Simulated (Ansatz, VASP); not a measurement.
# Two plane-wave programs on Al2Si

```
Al Si
1.0
     3.14048    0.00000    0.00000
     0.00000    3.14048    0.00000
     0.00000    0.00000    9.83843
Al Si
4 2
Direct
  0.00000 0.00000 0.81316
  0.00000 0.00000 0.18684
  0.00000 0.00000 0.50000
  0.50000 0.50000 0.00000
  0.50000 0.50000 0.33753
  0.50000 0.50000 0.66247
```

Change from the starting cell: species swapped into the Fe2Si type (P4/mmm, No. 123).

Alike in both runs: functional PBE; k mesh 6 × 6 × 2; occupations gaussian, width 0.1 eV; no spin polarisation.

Ansatz relaxed the structure, and its values are those at the end. VASP's run is a single point on that final structure, the one shown.

|  | VASP | Ansatz |
| --- | --- | --- |
| version | VASP 6.6.1 | Ansatz 0.2.0 |
| potentials or method | VASP PAW PBE potentials, release 64 (Al, Si) | scalar-relativistic, plane waves, PAW |
| plane-wave cutoff (eV) | 520 | 420 |
| valence electrons in the cell | 20 | 20 |

```tsv
	VASP	Ansatz	Ansatz less VASP
gap on the k mesh at the Fermi level (eV)	none	none	-
pressure (GPa)	-0.1	0.0	+0.04
```

A gap of «none» marks a metal or a gap that the smearing closes.
